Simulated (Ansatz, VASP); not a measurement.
## Cross-check of Mg3ZrFe2P26O73 between VASP and Ansatz

Aim: how closely do two programs agree when they are given the same cell, functional and k mesh? Of the first pair: The structure shown is frame 29 of Ansatz's trajectory.

Main program and level: Ansatz 0.2.0; plane waves, with VASP 6.6.1 beside it; single point at PBE.

### 1. The starting structure

The cell holds 105 atoms: 26 P, 3 Mg, 2 Fe, 1 Zr and 73 O. Cell: a = 11.255 Å, b = 11.255 Å, c = 11.255 Å, α = 90.0°, β = 90.0°, γ = 90.0°. As first built, before any earlier steps moved the atoms (in the runner's words): 105 atoms (26 P, 3 Mg, 2 Fe, 1 Zr, 73 O) placed at random at 2.56 g/cm^3, melted at 4000 K for 10 ps at fixed volume with the Morse and Coulomb pair potential with partial charges (Pedone, Malavasi, Menziani, Cormack and Segre, J. Phys. Chem. B 110, 11780 (2006)). Quenched from 4000 K to 300 K at 10 K/ps and fixed volume, held 10 ps at zero pressure.

### 2. Ansatz: dynamics, PBE

Ansatz runs on its default PAW (the set named soft_2) files.

One frame of this run of dynamics is then solved in both programs, so the motion causes no difference.

Contents of input.yaml:

```yaml
crystal:
  lattice:
    - [11.25485, 0.0, 0.0]
    - [0.0, 11.25485, 0.0]
    - [0.0, 0.0, 11.25485]
  atoms:
    - { symbol: P, position: [0.39222, 0.56756, 0.3207] }
    - { symbol: P, position: [0.99828, 0.98853, 0.09734] }
    - { symbol: P, position: [0.21264, 0.11238, 0.71406] }
    - { symbol: P, position: [0.75555, 0.30847, 0.17375] }
    - { symbol: P, position: [0.61653, 0.05528, 0.53472] }
    - { symbol: P, position: [0.38912, 0.1499, 0.94631] }
    - { symbol: P, position: [0.39587, 0.9246, 0.63294] }
    - { symbol: P, position: [0.20962, 0.3535, 0.58458] }
    - { symbol: P, position: [0.04986, 0.6286, 0.33835] }
    - { symbol: P, position: [0.41971, 0.49578, 0.99767] }
    - { symbol: P, position: [0.64581, 0.7879, 0.891] }
    - { symbol: P, position: [0.64639, 0.48173, 0.35798] }
    - { symbol: P, position: [0.94441, 0.3137, 0.53089] }
    - { symbol: P, position: [0.79639, 0.70131, 0.43291] }
    - { symbol: P, position: [0.02194, 0.38138, 0.20913] }
    - { symbol: P, position: [0.319, 0.79862, 0.1918] }
    - { symbol: P, position: [0.52164, 0.58048, 0.76072] }
    - { symbol: P, position: [0.82072, 0.63132, 0.03529] }
    - { symbol: P, position: [0.01115, 0.04729, 0.48484] }
    - { symbol: P, position: [0.09862, 0.72698, 0.0407] }
    - { symbol: P, position: [0.97437, 0.12207, 0.85693] }
    - { symbol: P, position: [0.11296, 0.79394, 0.77722] }
    - { symbol: P, position: [0.64587, 0.23239, 0.92945] }
    - { symbol: P, position: [0.19703, 0.02967, 0.28234] }
    - { symbol: P, position: [0.1457, 0.46198, 0.98481] }
    - { symbol: P, position: [0.52196, 0.93908, 0.07523] }
    - { symbol: Mg, position: [0.65371, 0.33149, 0.63408] }
    - { symbol: Mg, position: [0.84945, 0.38998, 0.82759] }
    - { symbol: Mg, position: [0.30237, 0.29231, 0.29794] }
    - { symbol: Fe, position: [0.27968, 0.65205, 0.58595], spin: -5.0 }
[... 69 atom lines left out ...]
    - { symbol: O, position: [0.08377, 0.28249, 0.28017] }
    - { symbol: O, position: [0.3168, 0.47129, 0.26651] }
    - { symbol: O, position: [0.91052, 0.02962, 0.78262] }
    - { symbol: O, position: [0.72719, 0.99322, 0.5815] }
    - { symbol: O, position: [0.42232, 0.63448, 0.69482] }
    - { symbol: O, position: [0.17308, 0.72415, 0.68227] }
magnetization:
  spin_polarized: true
kpoints:
  mp_grid: { grid: [1, 1, 1] }
hamiltonian:
  xc: pbe
scf:
  occupations: { method: gaussian, width: 0.05 }
output:
  forces: true
  stress: true
md:
  timestep: 1.0
  n_steps: 86
  ensemble: nvt_nose_hoover
  temperature: 300
  initial_velocities: maxwell_boltzmann
  seed: 2062
```

Launch:

```console
> ansatz run input.yaml --threads 8 --pin off --max-ram 15872MiB --backend cpu --events-out ev --progress --plain --runs-dir out
```

Numbers of over 12 decimals in the logs are rounded to 6 here.

The log of the run:

```text
Warning: md: disabling space-group detection — thermal motion breaks the input geometry's symmetry, so no spatial operation reduces the k-mesh or symmetrises the density; time reversal is kept, so that k and −k are solved as one point where they differ and the mesh holds both, and exact exchange and, on two spinor components, a DFT+U term hold to it where the run has them: on two components no moment then forms, and  [...]
Warning: output.stress: scf.convergence.dr2_threshold = 1e-7 eV (the SCF's general default) is looser than the 1.05e-8 eV advised for a printed stress (1e-10 eV for each atom of the cell: 105). What an SCF threshold leaves in a stress goes as its square root, and in the free energy as the threshold itself, and one threshold admits the most on a small cell: [figures from the program's tests cut] Set scf.convergence.dr [...]
Engine: ansatz 0.2.0, x86_64-unknown-linux-gnu
Pseudopotentials: kind: paw
Pseudopotential: P, paw, valence charge 5, recommended cutoff 420 eV (normal), P.paw.azcp
Pseudopotential: Mg, paw, valence charge 10, recommended cutoff 420 eV (normal), Mg.paw.azcp
Pseudopotential: Fe, paw, valence charge 16, recommended cutoff 420 eV (normal), Fe.paw.azcp
Pseudopotential: Zr, paw, valence charge 12, recommended cutoff 420 eV (normal), Zr.paw.azcp
Pseudopotential: O, paw, valence charge 6, recommended cutoff 420 eV (normal), O.paw.azcp
Functional definition: PBE
  parameter kappa = 0.804
  parameter beta = 0.066725
  exchange = pbe_x(kappa = kappa, mu = beta*pi^2/3)
  correlation = pbe_c(beta = beta)
Crystal: 105 atoms, lattice volume = 1425.670 Å³
Basis set: ecut = 420 eV, 27825 PW (Γ), exchange–correlation on 160×160×160 points (8 copies of the dense FFT grid, shifted against one another)
Bands: 431, of which v1, the nominal top of the filled ones, is band 321 counted from 1 (320 counted from 0)
Symmetry: 1 space group operations
k-points: 1
Non-local potential: P, projectors of the file, l = 0: 2, l = 1: 2, l = 2: 2
Non-local potential: Mg, projectors of the file, l = 0: 3, l = 1: 2, l = 2: 1
Non-local potential: Fe, projectors of the file, l = 0: 3, l = 1: 2, l = 2: 3, l = 3: 1
Non-local potential: Zr, projectors of the file, l = 0: 3, l = 1: 2, l = 2: 2, l = 3: 2
Non-local potential: O, projectors of the file, l = 0: 2, l = 1: 2, l = 2: 1
PAW form: soft (Blöchl's): semilocal exchange-correlation on the pseudo side does not see the compensation charge
PAW one-centre angular grid: P, 110 points (default); XC on 64 Gauss nodes
PAW one-centre angular grid: Mg, 110 points (default); XC on 64 Gauss nodes
PAW one-centre angular grid: Fe, 590 points (default); XC on 64 Gauss nodes
PAW one-centre angular grid: Zr, 590 points (default); XC on 64 Gauss nodes
PAW one-centre angular grid: O, 110 points (default); XC on 64 Gauss nodes
Initial density: superposition of atomic densities (chi_scale 0.1, normalization cell, long waves kept (reshape's long-wave potential 0.79 eV rms))
Starting moments: Σ|m| = 10 μB on 2 of 105 sites
Initial wavefunctions: pseudopotential atomic-orbital guess
Functional: x = pbe(κ = 0.804, μ = 0.219515), c = pbe(β = 0.066725)
SCF iter   1: F=—  HF=-80117.971017 eV  |F-HF|=—  |Δ(HF+E_count)|=         —  Δρ=1.62e-1 (↑1.62e-1 ↓5.86e-2)  dr2=8.51e2  dr2_m=6.51e1  M=-0.014 μB ∫|m|=0.813 μB  β_m=0.30  ethr=3.10e-3  ⟨swp⟩=6.0  Hψ=3764  notcnv=0  defer=186
preconditioner: auto → Resta (q_TF=auto, 2.389 Å⁻¹)  ε∞=3.0  [insulator: Δε(μ)=0.093 eV  Ē_g=16.767 eV  σ=0.050 eV  W_gap=0.81  n_scr=340 (ndim 8)  ℏωp=24.0 eV  f_vac=0.136  D(μ)=24.08/eV (n_scr^D=122)  ε∞_Penn≈3.0]
spin=Collinear: Resta preconditioning applied to the charge; magnetization (m = ρ↑ − ρ↓) channel mixes plain (no charge-response kernel on spin).
SCF iter   2: F=—  HF=-80100.506584 eV  |F-HF|=—  |Δ(HF+E_count)|=    1.75e1  Δρ=1.60e-1 (↑6.91e-2 ↓1.60e-1)  dr2=1.06e3  dr2_m=3.40e1  M=-0.000 μB ∫|m|=0.450 μB  β_m=0.30  ethr=3.10e-3  ⟨swp⟩=4.5  Hψ=2295  notcnv=0  defer=200
[...]
Free energy (F): -80010.996136 eV
Harris-Foulkes:  -80010.996136 eV  (|F-HF|=3.45e-9)
Internal energy: -80010.995959 eV  (E = F + TS)
E sigma→0 (E₀):  -80010.996047 eV
Entropy (-TS):   -0.000177 eV (-0.002 meV/atom)
Fermi energy:    3.617038 eV
--- Per-component energies (eV) ---
  E_band       = -5224.208690
  E_kinetic    = 16136.561606
  E_local      = -55647.038379  (includes V_loc(G=0)·N_el)
  E_nonlocal   = 5098.243888
  E_hartree    = 20935.798074
  E_xc         = -7489.467788
  E_vxc        = -9085.385675  (∫ρ·V_xc dr)
  E_paw        = -32932.014514  (= ΣΔE_a)
  E_vpaw       = -3598.369354  (= ΣTr[D̂ρ^β])
  E_aug_tail   = 0.184792  (compensation charges beyond the density's cutoff)
  E_ewald      = -26113.263637
  E_smearing   = -0.000177  (= −TS)
  E_closure    = -0.000000  (closes the sum)
  Σ components = -80010.996136   (vs F -80010.996136, Δ=0.00e0)
--- Forces (eV/Å), atoms counted from 1 ---
  atom   1  P      0.69353870     1.24534952    -0.57636250
  atom   2  P      4.38808720     0.01614430    -0.50325691
  atom   3  P      0.26322077     0.19147487     0.66212512
  atom   4  P     -0.34670072     1.46403732     1.42442082
  atom   5  P      0.97782664     0.58706566    -0.15892486
  atom   6  P      0.92181381     1.02049396     1.96030487
  atom   7  P      0.38880157     0.79545440     1.17926330
  atom   8  P      0.03874370    -0.07659991     0.99052342
  atom   9  P     -1.70643803    -0.90592011     0.74957316
  atom  10  P     -0.28793914    -0.55036350    -2.59396515
  atom  11  P     -0.73424502    -3.48694067     1.47195702
  atom  12  P      0.79058893    -0.25190076    -0.55422612
  atom  13  P     -0.50264072     1.04824472    -0.78493178
  atom  14  P      0.64025521    -1.48502829    -2.10243151
  atom  15  P      1.15103349    -0.21403657     1.56051779
  atom  16  P      0.03462946     1.41648015    -0.29284615
  atom  17  P     -0.83815516    -0.10973378     3.31064909
  atom  18  P      0.87609641     1.93640789    -1.87254120
  atom  19  P      0.37874134     2.14073210     0.16616129
  atom  20  P     -1.21758126    -1.01383767    -0.44375270
  atom  21  P      1.38381163     0.88799696    -0.83253501
  atom  22  P     -0.47374557     1.15649226    -0.46447296
  atom  23  P      1.94169345    -2.03244838    -0.81148758
  atom  24  P     -1.09005914    -1.23205126    -0.83295976
[...]
atom  98  O      1.52292492     0.99200525     0.87219116
  atom  99  O     -0.06912081     0.22807780     0.20692162
  atom 100  O     -2.59579186     0.63996310    -2.22947669
  atom 101  O      0.33702244    -0.10052200     0.66211762
  atom 102  O      0.08646420     0.26899778     0.67548420
  atom 103  O     -0.07694223     0.49315775    -1.07490248
  atom 104  O      0.23625063    -0.10905645    -0.48311968
  atom 105  O      0.65291686    -0.64164224     0.19115901
  max |Σ_I F_I| component: 3.89e-5 eV/Å
--- Stress (GPa, compression-positive) ---
       -3.621468      -0.104377      -1.629840
       -0.104376      -2.388442      -1.784462
       -1.629836      -1.784458      -3.546695
  P = ⅓ Tr σ = -3.1855 GPa (-31.855 kbar)
--- MD trajectory: 86 steps, t = 0.0 → 86.0 fs ---
  final state: T = 556.3 K   F+E_penalty+E_count = -80010.99613556 eV   E_kin = 7.477721 eV
  conserved energy: peak-to-peak 1.482e-2 eV (1.411e-4 eV/atom) over 86.0 fs
```

### 3. VASP: single point, PBE, pair 1

The same cell, functional, mesh and smearing now go to VASP, with its own data sets.

Lines of VASP's logs that name or quote its potential files are left out, and so is its time.

Contents of INCAR:

```
SYSTEM = Mg3ZrFe2P26O73
PREC = Accurate
ENCUT = 520
EDIFF = 1E-06
NELM = 200
ISMEAR = 0
SIGMA = 0.05
LREAL = Auto
ALGO = Normal
GGA = PE
NBANDS = 376
ISPIN = 2
MAGMOM = -0 -0 -0 -0 -0 0 -0 -0 -0 0 -0 -0 -0 -0 -0 -0 -0 -0 -0 -0 -0 -0 0 -0 0 -0 -0 -0 -0 -3.7 -3.64 -0 -0 -0.01 -0.24 -0 -0 -0 -0 -0.04 -0.01 -0 -0 -0.01 -0.01 -0.01 -0 -0 -0.05 -0 -0 -0.01 -0.01 -0 -0 -0.01 -0 -0.03 -0 -0 -0.01 -0 -0.03 -0 -0 -0 -0 -0 -0.01 -0 -0 -0 -0 -0 -0 -0.01 -0 -0.01 -0.04 -0 -0 -0.08 -0 -0 -0 -0 -0.07 -0 -0 -0 -0 -0.01 -0 -0.03 -0.15 -0 -0 -0 -0 -0 -0.01 -0 -0.01 -0.11 -0.16
LASPH = .TRUE.
LMAXMIX = 4
LORBIT = 11
LWAVE = .FALSE.
LCHARG = .FALSE.
ISIF = 2
GGA_COMPAT = .FALSE.
NCORE = 2
```

Contents of POSCAR:

```
Mg3ZrFe2P26O73
1.0
   11.2548500000      0.0000000000      0.0000000000
    0.0000000000     11.2548500000      0.0000000000
    0.0000000000      0.0000000000     11.2548500000
P Mg Fe Zr O
26 3 2 1 73
Direct
    0.3871841917      0.5560980377      0.3334029330
    0.9997467758      0.9773564286      0.0945814471
    0.1976303549      0.1045415976      0.6956645357
    0.7608186693      0.3045087229      0.1842050316
    0.6223805737      0.0565622820      0.5362665873
    0.3736433626      0.1628720063      0.9444639422
    0.3977929515      0.9152854103      0.6390667135
    0.2127704945      0.3459575205      0.5801498909
    0.0533192357      0.6381160122      0.3302753924
    0.4303833458      0.5046091241      0.0227413071
    0.6600354514      0.7872517181      0.8922819940
    0.6396442423      0.4836315011      0.3668018676
    0.9291905268      0.3176230692      0.5299315406
    0.7979226733      0.7228350444      0.4303922309
    0.0258821752      0.3769397193      0.2127171841
    0.3129317583      0.8000639724      0.1879722964
    0.5180077922      0.5813049485      0.7569536689
    0.8344136084      0.6111765150      0.0411644758
    0.9989337930      0.0456692004      0.4827163401
    0.0869047566      0.7215022857      0.0324482334
    0.9794266472      0.1232268755      0.8552757256
    0.1047370689      0.8043732258      0.7740396362
    0.6490179789      0.2215489322      0.9236284802
    0.2006868150      0.0257933247      0.2790263753
    0.1509926832      0.4736180402      0.9787424977
    0.5235431836      0.9521850580      0.0737726402
    0.6475430592      0.3406797958      0.6267875627
    0.8544760703      0.3912890887      0.8316681253
    0.3017276996      0.2923006526      0.3055305046
    0.2888354798      0.6486359214      0.5839704661
[... 69 atom lines left out ...]
    0.0807029858      0.2656543623      0.2731355815
    0.3254952309      0.4576071649      0.2648102818
    0.9144324447      0.0341186244      0.7768295446
    0.7243988147      0.9883916711      0.5990128700
    0.4199878275      0.6337623336      0.6836608218
    0.1659195813      0.7129726296      0.6946694092
```

Contents of KPOINTS:

```
Automatic mesh
0
Gamma
1 1 1
0 0 0
```

PAW data sets: P, Mg, Fe, Zr_sv and O (PBE family, release 64).

Launch:

```console
> mpirun -np 8 vasp_gam
```

The log of the run:

```text
[banner, memory and clock lines left out]
running    8 mpi-ranks, on    1 nodes
[...]
LDA part: xc-table for (Slater+PW92), standard interpolation
 POSCAR, INCAR and KPOINTS ok, starting setup
[...]
entering main loop
       N       E                     dE             d eps       ncg     rms          rms(c)
DAV:   1     0.637910225481E+04    0.63791E+04   -0.35631E+05  1504   0.160E+03
DAV:   2    -0.193513128870E+03   -0.65726E+04   -0.62490E+04  1840   0.406E+02
DAV:   3    -0.826564933575E+03   -0.63305E+03   -0.62173E+03  1752   0.138E+02
DAV:   4    -0.853092146172E+03   -0.26527E+02   -0.26108E+02  2080   0.328E+01
[...]
DAV:  21    -0.734630968569E+03    0.95230E-05   -0.32229E-05  2176   0.282E-02    0.182E-02
DAV:  22    -0.734630967644E+03    0.92471E-06   -0.12525E-05  2096   0.108E-02    0.130E-02
DAV:  23    -0.734630967230E+03    0.41410E-06   -0.10604E-06  1200   0.807E-03
   1 F= -.73463097E+03 E0= -.73463097E+03  d E =-.638694E-18  mag=    -9.9994
```

From OUTCAR (step 3):

```text
  FREE ENERGIE OF THE ION-ELECTRON SYSTEM (eV)
  ---------------------------------------------------
  free  energy   TOTEN  =      -734.6309672299 eV

  energy  without entropy=     -734.6309672299  energy(sigma->0) =     -734.63096723

 magnetization (x)
# of ion       s       p       d       tot
------------------------------------------
    1       -0.004  -0.007   0.000  -0.011
    2       -0.002  -0.004   0.000  -0.006
    3       -0.001  -0.001   0.000  -0.002
    4       -0.006  -0.008   0.000  -0.014
    5       -0.002  -0.004   0.000  -0.006
    6       -0.000  -0.000   0.000  -0.000
    7       -0.001  -0.003   0.000  -0.004
    8       -0.003  -0.005   0.000  -0.008
    9       -0.002  -0.002   0.000  -0.004
   10        0.000   0.000   0.000   0.000
   11       -0.000  -0.001   0.000  -0.001
   12       -0.000  -0.000   0.000  -0.001
   13       -0.000  -0.001   0.000  -0.001
[...]
--------------------------------------------------
tot         -0.196  -1.361  -7.973  -9.531
```

The run ends at a pressure of -5.90 GPa, with forces up to 4.7 eV/Å.

### 4. Side by side

Known differences besides the potentials themselves: VASP starts from the moments at which Ansatz ended; the data sets hold 642 valence electrons in Ansatz (on its default PAW (the set named soft_2) files) and 602 in VASP; the cutoff is 420 eV in Ansatz and 520 eV in VASP (PREC = Accurate, projectors in real space). Total energies have different zeros and are not compared.

Forces on 9 of the 105 atoms, those with the largest forces and the largest differences (eV/Å; atoms numbered as in POSCAR):

| atom | Ansatz x, y, z | VASP x, y, z |
| --- | --- | --- |
| P10 | -0.845, -2.312, -4.009 | -0.860, -2.261, -4.014 |
| P15 | 1.290, -1.985, -0.285 | 1.185, -1.869, -0.337 |
| P17 | -0.137, -0.251, 3.627 | -0.143, -0.180, 3.601 |
| P18 | -1.986, 2.985, -0.432 | -1.957, 3.027, -0.516 |
| P19 | 0.323, 0.217, -0.721 | 0.452, 0.246, -0.648 |
| P22 | 3.320, 0.406, 0.252 | 3.257, 0.262, 0.278 |
| O80 | -2.116, 1.178, -2.358 | -2.091, 1.120, -2.372 |
| O85 | 3.945, 0.620, -0.075 | 3.899, 0.529, -0.036 |
| O100 | -0.965, 3.209, -0.806 | -0.942, 3.162, -0.778 |

The forces differ by 45 meV/Å r.m.s., which is 4.0 % of the r.m.s. force of 1.116 eV/Å (both taken over all components). Moments aren't recorded for both runs of this pair, so they may hold unlike magnetic states.

### 5. Ansatz: dynamics, PBE

One frame of this run of dynamics is then solved in both programs, so the motion causes no difference.

The structure compared here is frame 58 of Ansatz's trajectory.

input.yaml is that of step 2.

Launch:

```console
> ansatz run input.yaml --threads 8 --pin off --max-ram 15872MiB --backend cpu --events-out ev --progress --plain --runs-dir out
```

The log of the run:

```text
[...]
Crystal: 105 atoms, lattice volume = 1425.670 Å³
Basis set: ecut = 420 eV, 27825 PW (Γ), exchange–correlation on 160×160×160 points (8 copies of the dense FFT grid, shifted against one another)
Bands: 431, of which v1, the nominal top of the filled ones, is band 321 counted from 1 (320 counted from 0)
Symmetry: 1 space group operations
k-points: 1
[...]
atom 104  O      0.23625063    -0.10905645    -0.48311968
  atom 105  O      0.65291686    -0.64164224     0.19115901
  max |Σ_I F_I| component: 3.89e-5 eV/Å
--- Stress (GPa, compression-positive) ---
       -3.621468      -0.104377      -1.629840
       -0.104376      -2.388442      -1.784462
       -1.629836      -1.784458      -3.546695
  P = ⅓ Tr σ = -3.1855 GPa (-31.855 kbar)
--- MD trajectory: 86 steps, t = 0.0 → 86.0 fs ---
[...]
conserved energy: peak-to-peak 1.482e-2 eV (1.411e-4 eV/atom) over 86.0 fs
[key lines of the parts left out:]
Free energy (F): -80010.996136 eV
Fermi energy:    3.617038 eV
```

(Part 1 of 2 ends here.)

[Lines on the potential files, build, host, timing and source positions are cut from VASP's logs without a mark.]

[Logs are printed without paths, hosts, clocks, repeated set-up lines and the standing remarks that a program may print on its own settings, such as how far it seeks lower states.]

[Hosts, paths, dates, database ids (printed as entryN), source tags and the programs' standing remarks are cut or masked in the printed files.]
